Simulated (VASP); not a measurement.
These are r2SCAN meta-GGA, VASP's PBE PAW potentials (set 64) (plane waves; VASP) values and carry that method's errors.

A VASP calculation is set up with these files.

### POSCAR
```
MgI2
1
    2.0897831987    -3.6196102423     0.0000000000
    2.0897831987     3.6196102423     0.0000000000
    0.0000000000     0.0000000000     7.1545389457
Mg I
1 2
Direct
  0.0000000000   0.0000000000   0.0000000000
  0.3333330000   0.6666670000   0.2328399473
  0.6666670000   0.3333330000   0.7671600527
```

**KPOINTS**
```
Automatic mesh
0
Gamma
8 8 4
0 0 0
```

**INCAR**
```
! general
SYSTEM =MgI2
PREC   =Accurate
ENCUT  =400
LREAL  =.False.
LASPH  =.True.
NBANDS =36

! electronic loop
EDIFF  =1E-7
NELM   =100
ALGO   =Normal
LMAXMIX=4
LMIXTAU=.True.

! smearing
ISMEAR =0
SIGMA  =0.01

! functional
METAGGA=R2SCAN

! output
LWAVE  =.False.
LCHARG =.False.
NEDOS  =1001

! other
LOPTICS=.True.
LPEAD  =.True.
CSHIFT =0.1
```

POTCAR, in this order: Mg I (PBE.64 set). Program: vasp_std.

What VASP printed:

File OSZICAR:
```
       N       E                     dE             d eps       ncg     rms          rms(c)
DAV:   1     0.112958281972E+02    0.11296E+02   -0.41786E+03  2536   0.284E+02
DAV:   2    -0.554808397365E+02   -0.66777E+02   -0.61958E+02  3132   0.731E+01
DAV:   3    -0.593709676910E+02   -0.38901E+01   -0.38489E+01  3088   0.178E+01
DAV:   4    -0.594280149694E+02   -0.57047E-01   -0.57035E-01  3208   0.226E+00
DAV:   5    -0.594288156540E+02   -0.80068E-03   -0.80067E-03  3040   0.236E-01    0.423E+00
DAV:   6    -0.583611968218E+02    0.10676E+01   -0.22555E-01  2820   0.167E+00    0.350E+00
DAV:   7    -0.563198107532E+02    0.20414E+01   -0.14531E-01  2840   0.159E+00    0.136E+00
DAV:   8    -0.567520016031E+02   -0.43219E+00   -0.10231E-01  2652   0.122E+00    0.268E-01
DAV:   9    -0.568050896820E+02   -0.53088E-01   -0.86595E-02  2672   0.123E+00    0.475E-01
DAV:  10    -0.567243052321E+02    0.80784E-01   -0.34931E-02  2916   0.909E-01    0.408E-01
DAV:  11    -0.568093257807E+02   -0.85021E-01   -0.35641E-02  2544   0.884E-01    0.286E-01
DAV:  12    -0.569192033593E+02   -0.10988E+00   -0.24361E-02  2572   0.649E-01    0.186E-01
DAV:  13    -0.569283216885E+02   -0.91183E-02   -0.19414E-03  2816   0.158E-01    0.156E-01
DAV:  14    -0.569282021409E+02    0.11955E-03   -0.86660E-04  2960   0.125E-01    0.187E-01
DAV:  15    -0.569228751661E+02    0.53270E-02   -0.14887E-03  2736   0.163E-01    0.448E-01
DAV:  16    -0.569338428611E+02   -0.10968E-01   -0.35342E-03  2632   0.247E-01    0.546E-01
DAV:  17    -0.569348321383E+02   -0.98928E-03   -0.44494E-04  2844   0.969E-02    0.285E-01
DAV:  18    -0.569348938137E+02   -0.61675E-04   -0.16444E-05  3344   0.149E-02    0.263E-01
DAV:  19    -0.569348333284E+02    0.60485E-04   -0.24280E-06  2816   0.708E-03    0.298E-01
DAV:  20    -0.569348523241E+02   -0.18996E-04   -0.17062E-04  2664   0.581E-02    0.249E-01
DAV:  21    -0.569348053759E+02    0.46948E-04   -0.20803E-05  3076   0.222E-02    0.967E-02
DAV:  22    -0.569348740884E+02   -0.68712E-04   -0.14874E-05  2668   0.159E-02    0.826E-02
DAV:  23    -0.569348555870E+02    0.18501E-04   -0.87320E-07  2780   0.398E-03    0.773E-02
DAV:  24    -0.569349195106E+02   -0.63924E-04   -0.27119E-05  2648   0.236E-02    0.543E-02
DAV:  25    -0.569348605966E+02    0.58914E-04   -0.27534E-05  2620   0.230E-02    0.262E-02
DAV:  26    -0.569349091025E+02   -0.48506E-04   -0.18425E-05  2588   0.192E-02    0.306E-03
DAV:  27    -0.569349075982E+02    0.15043E-05   -0.53089E-07  3008   0.291E-03    0.154E-03
DAV:  28    -0.569349083088E+02   -0.71063E-06   -0.33536E-07  2768   0.256E-03    0.217E-03
DAV:  29    -0.569349088933E+02   -0.58448E-06   -0.25736E-07  2620   0.245E-03    0.512E-04
DAV:  30    -0.569349085428E+02    0.35051E-06   -0.47799E-08  2364   0.998E-04    0.836E-04
DAV:  31    -0.569349087334E+02   -0.19057E-06   -0.44098E-09  2056   0.236E-04    0.458E-04
DAV:  32    -0.569349085494E+02    0.18402E-06   -0.16715E-09  1452   0.195E-04    0.345E-04
DAV:  33    -0.569349087142E+02   -0.16484E-06   -0.19236E-09  1424   0.188E-04    0.466E-05
DAV:  34    -0.569349086899E+02    0.24288E-07   -0.15581E-10  1400   0.529E-05
   1 F= -.56934909E+02 E0= -.56934909E+02  d E =-.452194E-13
 imaginary and real dielectric function
```

OUTCAR:
```
------------------------ aborting loop because EDIFF is reached ----------------------------------------
  FORCE on cell =-STRESS in cart. coord.  units (eV):
  Direction    XX          YY          ZZ          XY          YZ          ZX
  --------------------------------------------------------------------------------------
  Total        0.0117749      0.0117749     -0.0101816     -0.0000000     -0.0000000      0.0000000
  in kB        0.1742983      0.1742982     -0.1507141     -0.0000000     -0.0000000      0.0000000
  external PRESSURE =       0.0659608 kB  Pullay stress =       0.0000000 kB
  volume of cell :      108.24
      direct lattice vectors                 reciprocal lattice vectors
     2.089783199 -3.619610242  0.000000000     0.239259269 -0.138136420  0.000000000
     2.089783199  3.619610242  0.000000000     0.239259269  0.138136420  0.000000000
     0.000000000  0.000000000  7.154538946     0.000000000  0.000000000  0.139771411
 POSITION                                       TOTAL-FORCE (eV/Angst)
 -----------------------------------------------------------------------------------
      0.00000      0.00000      0.00000        -0.000000      0.000000      0.000000
      2.08978      1.20654      1.66586         0.000000      0.000000     -0.008388
      2.08978     -1.20654      5.48868         0.000000     -0.000000      0.008388
 -----------------------------------------------------------------------------------
    total drift:                               -0.000000     -0.000000      0.000000
  FREE ENERGIE OF THE ION-ELECTRON SYSTEM (eV)
  ---------------------------------------------------
  free  energy   TOTEN  =       -56.9349086899 eV

  energy  without entropy=      -56.9349086899  energy(sigma->0) =      -56.93490869

 plasma frequency squared (from intraband transitions) (eV^2)
  --------------------------------------------------------------------------------------
       0.000       0.000       0.000
       0.000       0.000       0.000
       0.000       0.000       0.000

 plasma frequency squared (from interband transitions, int dw w eps(2)(w)) (eV^2)
  --------------------------------------------------------------------------------------
     215.173       0.000       0.000      -0.000      -0.000      -0.000
       0.000       0.000     215.173       0.000      -0.000       0.000
      -0.000       0.000      -0.000      -0.000     214.991       0.000
```
(Selected blocks of OUTCAR.)

The compound is MgI2 in the 1T layered structure. It was relaxed first, which changed the volume by +6 %.
